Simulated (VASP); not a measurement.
# LiCl: exact exchange and RPA correlation

Wanted: where the RPA puts the energy minimum of LiCl. The scan starts from a database cell, scaled to the smallest volume of the series. The cell is of the rock-salt type, one of the forms listed for this formula. The start is a cell from a database of measured crystal structures.

Calculated with VASP 6.6.1; PBE; plane waves and PAW (Cl_GW, Li_GW), in the first sound run; inputs show where later runs differ.

The database entry behind the starting cell differs from later determinations by our own check (0.1 to 0.3 % short, probably kX units), so it need not match the best structure at ambient conditions.

**1. The structure**

It takes space group Fm-3m (No. 225, cubic). Conventional cell: a = 5.025 Å, b = 5.025 Å, c = 5.025 Å, α = 90.00°, β = 90.00°, γ = 90.00°. Nearest to Cl lie 6 Li at 2.51 Å. Li has 6 Cl at 2.51 Å nearest. Farther neighbours and most contacts between anions are not listed.

Coordinates:

```xyz
2
Lattice="0.0000 2.5124 2.5124 2.5124 0.0000 2.5124 2.5124 2.5124 0.0000" Properties=species:S:1:pos:R:3 pbc="T T T"
Cl    2.5124    2.5124    2.5124
Li    0.0000    0.0000    0.0000
```

**2. Orbitals, volume ratio 0.94**

RPA gives no stress here, so the energy is scanned over volumes, at one cutoff and mesh. Volumes are given as ratios to a reference cell, and this first cell is that cell scaled to 0.94. Each point starts from PBE orbitals, tightly converged.

Input file INCAR:

```
SYSTEM = LiCl
PREC = Accurate
ENCUT = 300
EDIFF = 1E-08
NELM = 100
ISMEAR = 0
SIGMA = 0.05
LREAL = .FALSE.
ALGO = Normal
GGA = PE
NBANDS = 10
LORBIT = 11
LWAVE = .TRUE.
LCHARG = .FALSE.
KPAR = 8
```

Input file POSCAR:

```
LiCl
1.0
    0.0000000000      2.5124130641      2.5124130641
    2.5124130641      0.0000000000      2.5124130641
    2.5124130641      2.5124130641      0.0000000000
Cl Li
1 1
Direct
    0.5000000000      0.5000000000      0.5000000000
    0.0000000000      0.0000000000      0.0000000000
```

Input file KPOINTS:

```
Automatic mesh
0
Gamma
4 4 4
0 0 0
```

PAW data sets: Cl_GW and Li_GW (PBE family, release 64).

The run is started by

```bash
mpirun -np 8 vasp_std
```

Output:

```text
[banner, memory and clock lines left out]
running    8 mpi-ranks, on    1 nodes
 distrk:  each k-point on    1 cores,    8 groups
 distr:  one band on    1 cores,    1 groups

 POSCAR found type information on POSCAR ClLi
 POSCAR found :  2 types and       2 ions
|                                                                             |
|           W    W    AA    RRRRR   N    N  II  N    N   GGGG   !!!           |
|           W    W   A  A   R    R  NN   N  II  NN   N  G    G  !!!           |
|           W    W  A    A  R    R  N N  N  II  N N  N  G       !!!           |
|           W WW W  AAAAAA  RRRRR   N  N N  II  N  N N  G  GGG   !            |
|           WW  WW  A    A  R   R   N   NN  II  N   NN  G    G                |
|           W    W  A    A  R    R  N    N  II  N    N   GGGG   !!!           |
|                                                                             |
|     For optimal performance we recommend to set                             |
|       NCORE = 2 up to number-of-cores-per-socket                            |
|     NCORE specifies how many cores store one orbital (NPAR=cpu/NCORE).      |
|     This setting can greatly improve the performance of VASP for DFT.       |
|     The default, NCORE=1 might be grossly inefficient on modern             |
|     multi-core architectures or massively parallel machines. Do your        |
|     Unfortunately you need to use the default for GW and RPA                |
|     calculations (for HF NCORE is supported but not extensively tested      |
|     yet).                                                                   |
|                                                                             |

 LDA part: xc-table for (Slater+PW92), standard interpolation
 POSCAR, INCAR and KPOINTS ok, starting setup
 FFT: planning ... GRIDC
 FFT: planning ... GRID_SOFT
 FFT: planning ... GRID
 WAVECAR not read
 entering main loop
       N       E                     dE             d eps       ncg     rms          rms(c)
DAV:   1     0.207057968561E+02    0.20706E+02   -0.31569E+03   160   0.461E+02
DAV:   2    -0.661768732886E+01   -0.27323E+02   -0.26995E+02   206   0.946E+01
DAV:   3    -0.738697851337E+01   -0.76929E+00   -0.76807E+00   198   0.194E+01
DAV:   4    -0.739873966261E+01   -0.11761E-01   -0.11760E-01   200   0.231E+00
DAV:   5    -0.739908173217E+01   -0.34207E-03   -0.34207E-03   208   0.339E-01    0.136E+00
DAV:   6    -0.733886762301E+01    0.60214E-01   -0.15827E-01   180   0.202E+00    0.679E-01
DAV:   7    -0.734040123357E+01   -0.15336E-02   -0.45112E-02   192   0.116E+00    0.309E-01
DAV:   8    -0.734430796904E+01   -0.39067E-02   -0.51438E-03   184   0.544E-01    0.267E-02
DAV:   9    -0.734433651022E+01   -0.28541E-04   -0.52017E-05   198   0.562E-02    0.132E-02
DAV:  10    -0.734436205846E+01   -0.25548E-04   -0.27227E-05   186   0.372E-02    0.395E-03
DAV:  11    -0.734436027415E+01    0.17843E-05   -0.26590E-06   216   0.915E-03    0.182E-03
DAV:  12    -0.734436044894E+01   -0.17479E-06   -0.23737E-07   198   0.350E-03    0.179E-04
DAV:  13    -0.734436052688E+01   -0.77942E-07   -0.78988E-09   154   0.605E-04    0.184E-05
DAV:  14    -0.734436055280E+01   -0.25924E-07   -0.33800E-10   108   0.139E-04    0.720E-06
DAV:  15    -0.734436055897E+01   -0.61697E-08   -0.62351E-11   102   0.580E-05
   1 F= -.73443606E+01 E0= -.73443606E+01  d E =-.240936E-15
 writing wavefunctions
```

Elapsed: 2 s, on 8 MPI ranks of AMD EPYC 7R43, shared host; peak memory 0.63 GiB; 9.8 s of CPU time.

The logs omit lines about the potential files and the build; timing stands in the text.

Parts of OUTCAR (step 2):

```text
ion  position               nearest neighbor table
   1  0.500  0.500  0.500-   2 2.51   2 2.51   2 2.51   2 2.51   2 2.51   2 2.51
   2  0.000  0.000  0.000-   1 2.51   1 2.51   1 2.51   1 2.51   1 2.51   1 2.51

  LATTYP: Found a face centered cubic cell.
 ALAT       =     5.0248261282

 Subroutine GETGRP returns: Found 48 space group operations
 (whereof 48 operations were pure point group operations)

The static configuration has the point symmetry O_h .

 Found      8 irreducible k-points:

   k-points           NKPTS =      8   k-points in BZ     NKDIM =      8   number of bands    NBANDS=     10

   dimension x,y,z NGX =    20 NGY =   20 NGZ =   20
   dimension x,y,z NGXF=    40 NGYF=   40 NGZF=   40

   ENCUT  =  300.0 eV  22.05 Ry    4.70 a.u.   5.02  5.02  5.02*2*pi/ulx,y,z

   NELECT =       8.0000    total number of electrons

 k-points in reciprocal lattice and weights: Automatic mesh
   0.00000000  0.00000000  0.00000000       0.016
   0.25000000  0.00000000  0.00000000       0.125
   0.50000000  0.00000000  0.00000000       0.062
   0.25000000  0.25000000  0.00000000       0.094
   0.50000000  0.25000000  0.00000000       0.375
  -0.25000000  0.25000000  0.00000000       0.188
   0.50000000  0.50000000  0.00000000       0.047
  -0.25000000  0.50000000  0.25000000       0.094

 average (electrostatic) potential at core
       1 -84.3691       2  -3.3826

 E-fermi :  -0.2790

 k-point     1 :       0.0000    0.0000    0.0000
  band No.  band energies     occupation
      1     -14.1921      2.00000
      2      -0.5498      2.00000
      3      -0.5498      2.00000
      4      -0.5498      2.00000
      5       6.1387      0.00000
      6      11.3395      0.00000
      7      11.3395      0.00000
      8      11.3395      0.00000
      9      14.0600      0.00000
    ...

 k-point     2 :       0.2500    0.0000    0.0000
  band No.  band energies     occupation
      1     -13.8819      2.00000
      2      -2.2769      2.00000
      3      -0.7029      2.00000
      4      -0.7029      2.00000
      5       6.8880      0.00000
      6      10.1580      0.00000
      7      10.1580      0.00000
      8      10.6718      0.00000
      9      13.4033      0.00000
    ...

 k-point     3 :       0.5000    0.0000    0.0000
  band No.  band energies     occupation
      1     -13.5272      2.00000
      2      -3.6352      2.00000
      3      -0.8384      2.00000
      4      -0.8384      2.00000
      5       6.2550      0.00000
      6       8.9240      0.00000
      7       8.9240      0.00000
      8      13.0603      0.00000
      9      16.5220      0.00000
    ...

  Total        0.5146887      0.5146887      0.5146887     -0.0000000      0.0000000     -0.0000000
  in kB       25.9987292     25.9987292     25.9987292     -0.0000000      0.0000000     -0.0000000
  external PRESSURE =      25.9987292 kB  Pullay stress =       0.0000000 kB

  energy-cutoff  :      300.00
  volume of cell :       31.72
      direct lattice vectors                 reciprocal lattice vectors
     0.000000000  2.512413064  2.512413064    -0.199011861  0.199011861  0.199011861
     2.512413064  0.000000000  2.512413064     0.199011861 -0.199011861  0.199011861
     2.512413064  2.512413064  0.000000000     0.199011861  0.199011861 -0.199011861

 POSITION                                       TOTAL-FORCE (eV/Angst)
 -----------------------------------------------------------------------------------
      2.51241      2.51241      2.51241        -0.000000      0.000000     -0.000000
      0.00000      0.00000      0.00000         0.000000     -0.000000      0.000000
 -----------------------------------------------------------------------------------
    total drift:                                0.000000      0.000000      0.000000

  FREE ENERGIE OF THE ION-ELECTRON SYSTEM (eV)
  ---------------------------------------------------
  free  energy   TOTEN  =        -7.3443605590 eV

  energy  without entropy=       -7.3443605590  energy(sigma->0) =       -7.34436056

 total charge
# of ion       s       p       d       tot
------------------------------------------
    1        1.573   3.562   0.006   5.141
    2        0.087   0.168   0.042   0.297
--------------------------------------------------
tot          1.661   3.730   0.048   5.439

[... 3 further parts left out ...]
```

The gap is read on the k-mesh alone, so it is an upper bound where the band edges lie off the mesh.

A gap read on the k-mesh alone can miss the band edges.

Numbers from this step:

| Quantity | Value |
| --- | --- |
| free energy (TOTEN) | -7.344 eV |
| Fermi energy | -0.279 eV |
| pressure | 2.600 GPa |
| gap on the k-mesh | 6.689 eV |
| least direct gap on the k-mesh | 6.689 eV |

**3. Exact exchange, volume ratio 0.94**

This step: Hartree-Fock energy on PBE orbitals; plane waves and PAW (Cl_GW, Li_GW) (VASP 6.6.1).

The Hartree-Fock energy is evaluated once on these orbitals (ALGO = Eigenval, NELM = 1), without letting them relax. It uses the mesh of the correlation step, and the total energy is their sum.

Input file INCAR:

```
SYSTEM = LiCl
PREC = Accurate
ENCUT = 300
ISMEAR = 0
SIGMA = 0.05
LREAL = .FALSE.
GGA = PE
NBANDS = 10
ALGO = Eigenval
NELM = 1
LHFCALC = .TRUE.
AEXX = 1
ALDAC = 0
AGGAC = 0
PRECFOCK = Normal
LWAVE = .FALSE.
LCHARG = .FALSE.
```

POSCAR is that of step 2.

KPOINTS is that of step 2.

The run starts from files that an earlier step left in the folder.

The run is started by

```bash
mpirun -np 8 vasp_std
```

Output:

```text
[banner, memory and clock lines left out]
running    8 mpi-ranks, on    1 nodes
 distrk:  each k-point on    8 cores,    1 groups
 distr:  one band on    1 cores,    8 groups

 POSCAR found type information on POSCAR ClLi
 POSCAR found :  2 types and       2 ions
 [... a notice as in an earlier step ...]

 LDA part: xc-table for (Slater+PW92), standard interpolation
|                                                                             |
|           W    W    AA    RRRRR   N    N  II  N    N   GGGG   !!!           |
|           W    W   A  A   R    R  NN   N  II  NN   N  G    G  !!!           |
|           W    W  A    A  R    R  N N  N  II  N N  N  G       !!!           |
|           W WW W  AAAAAA  RRRRR   N  N N  II  N  N N  G  GGG   !            |
|           WW  WW  A    A  R   R   N   NN  II  N   NN  G    G                |
|           W    W  A    A  R    R  N    N  II  N    N   GGGG   !!!           |
|                                                                             |
|     The number of bands has been changed from the values supplied in        |
|     The orbitals not found in the WAVECAR file will be initialized with     |
|     random numbers, which is usually adequate. For correlated               |
|     calculations, however, you should redo the groundstate calculation.     |
|     I found NBANDS = 10. Now, NBANDS = 16.                                  |
|                                                                             |

 found WAVECAR, reading the header
  number of bands has changed, file:    10 present:    16
  trying to continue reading WAVECAR, but it might fail
 POSCAR, INCAR and KPOINTS ok, starting setup
 FFT: planning ... GRIDC
 FFT: planning ... GRID_SOFT
 FFT: planning ... GRID
 reading WAVECAR
 random initialization beyond band           10
 the WAVECAR file was read successfully
 initial charge from wavefunction
 entering main loop
       N       E                     dE             d eps       ncg     rms          rms(c)
EIG:   1    -0.125243063957E+02   -0.12524E+02    0.00000E+00     0   0.000E+00
   1 F= -.12524306E+02 E0= -.12524306E+02  d E =-.174440E-10
```

It took 5 s on 8 MPI ranks; peak memory 0.55 GiB; 33 s of CPU time.

Parts of OUTCAR (step 3):

```text
The static configuration has the point symmetry O_h .

 Found      8 irreducible k-points:

   k-points           NKPTS =      8   k-points in BZ     NKDIM =     64   number of bands    NBANDS=     16

   NELECT =       8.0000    total number of electrons

  exchange ACFDT corr.  =        -0.00000000  see jH, gK, PRB 81, 115126

 E-fermi :  -0.3368

 k-point     1 :       0.0000    0.0000    0.0000
  band No.  band energies     occupation
      1     -23.6337      2.00000
      2      -4.7555      2.00000
      3      -4.7555      2.00000
      4      -4.7555      2.00000
      5      10.7683      0.00000
      6      16.6845      0.00000
      7      16.6845      0.00000
      8      16.6845      0.00000
      9      20.2777      0.00000
    ...

 k-point     2 :       0.2500    0.0000    0.0000
  band No.  band energies     occupation
      1     -23.2080      2.00000
      2      -7.0233      2.00000
      3      -4.9630      2.00000
      4      -4.9630      2.00000
      5      11.5906      0.00000
      6      15.5002      0.00000
      7      15.5002      0.00000
      8      16.0453      0.00000
      9      19.3076      0.00000
    ...

 POSITION                                       TOTAL-FORCE (eV/Angst)
 -----------------------------------------------------------------------------------
      2.51241      2.51241      2.51241         0.000000     -0.000000      0.000000
      0.00000      0.00000      0.00000        -0.000000      0.000000     -0.000000
 -----------------------------------------------------------------------------------
    total drift:                               -0.000000     -0.000000     -0.000000

  FREE ENERGIE OF THE ION-ELECTRON SYSTEM (eV)
  ---------------------------------------------------
  free  energy   TOTEN  =       -12.5243063957 eV

  energy  without entropy=      -12.5243063957  energy(sigma->0) =      -12.52430640

[... 7 parts as in an earlier step ...]

[... 5 further parts left out ...]
```

The k-mesh is coarse for unscreened exact exchange, which converges slowly with it.

This step gave:

| Quantity | Value |
| --- | --- |
| free energy (TOTEN) | -12.52 eV |

The Hartree-Fock energy on these orbitals is -6.2622 eV an atom.

**4. Empty bands, volume ratio 0.94**

This step: PBE; plane waves and PAW (Cl_GW, Li_GW) (VASP 6.6.1).

The next step needs empty bands that the ground-state run didn't converge, so the Hamiltonian is diagonalised exactly for NBANDS bands, in a single step. LOPTICS writes the k-derivatives of the orbitals (WAVEDER), which give the long-wavelength limit of the screening.

Input file INCAR:

```
SYSTEM = LiCl
PREC = Accurate
ENCUT = 300
ISMEAR = 0
SIGMA = 0.05
LREAL = .FALSE.
GGA = PE
NBANDS = 384
ALGO = Exact
NELM = 1
LWAVE = .TRUE.
LCHARG = .FALSE.
LOPTICS = .TRUE.
NEDOS = 1000
CSHIFT = 0.1
```

POSCAR is that of step 3.

KPOINTS is that of step 3.

The run is started by

```bash
mpirun -np 8 vasp_std
```

Output:

```text
[banner, memory and clock lines left out]
running    8 mpi-ranks, on    1 nodes
 distrk:  each k-point on    8 cores,    1 groups
 distr:  one band on    1 cores,    8 groups

 POSCAR found type information on POSCAR ClLi
 POSCAR found :  2 types and       2 ions
 [... a notice as in an earlier step ...]

 LDA part: xc-table for (Slater+PW92), standard interpolation
 found WAVECAR, reading the header
  number of bands has changed, file:    10 present:   384
  trying to continue reading WAVECAR, but it might fail
 POSCAR, INCAR and KPOINTS ok, starting setup
 FFT: planning ... GRIDC
 FFT: planning ... GRID_SOFT
 FFT: planning ... GRID
 reading WAVECAR
 random initialization beyond band           10
 the WAVECAR file was read successfully
 initial charge from wavefunction
 entering main loop
       N       E                     dE             d eps       ncg     rms          rms(c)
DIA:   1    -0.734436056102E+01   -0.73444E+01    0.00000E+00     0   0.000E+00
   1 F= -.73443606E+01 E0= -.73443606E+01  d E =-.124141E-13
 writing wavefunctions
 optical routines
 imaginary and real dielectric function
 recalculating local potential from charge density
 direction            1
 direction            2
 direction            3
```

Run time: 2.6 s. Hardware: 8 MPI ranks; peak memory 0.61 GiB; 14 s of CPU time.

From OUTCAR (step 4):

```text
The static configuration has the point symmetry O_h .

 Found      8 irreducible k-points:

   k-points           NKPTS =      8   k-points in BZ     NKDIM =      8   number of bands    NBANDS=    384

   NELECT =       8.0000    total number of electrons

 E-fermi :  -0.2979

  Total        0.5146881      0.5146881      0.5146881     -0.0000000     -0.0000000      0.0000000
  in kB       25.9986988     25.9986988     25.9986988     -0.0000000     -0.0000000      0.0000000
  external PRESSURE =      25.9986988 kB  Pullay stress =       0.0000000 kB

  FREE ENERGIE OF THE ION-ELECTRON SYSTEM (eV)
  ---------------------------------------------------
  free  energy   TOTEN  =        -7.3443605610 eV

  energy  without entropy=       -7.3443605610  energy(sigma->0) =       -7.34436056

 plasma frequency squared (from intraband transitions) (eV^2)
  --------------------------------------------------------------------------------------
       0.000      -0.000       0.000
      -0.000       0.000      -0.000
       0.000      -0.000       0.000

[... 15 parts as in an earlier step ...]
```

WAVECAR now holds 384 bands for 8 electrons. Its independent-particle dielectric tensor has xx, yy, zz = 3.4, 3.4, 3.4 on this mesh, which isn't tested for convergence in mesh or bands and lacks local fields.

(Part 1 of 6 ends here.)

[Lines on the potential files, build, host, timing and source positions are cut from VASP's logs without a mark.]

[Logs are printed without paths, hosts, clocks, repeated set-up lines and the standing remarks that a program may print on its own settings, such as how far it seeks lower states.]

[Hosts, paths, dates, database ids (printed as entryN), source tags and the programs' standing remarks are cut or masked in the printed files.]

[Pressures printed for these runs are not shown converged in the cutoff: they can be off by several GPa and have the wrong sign.]
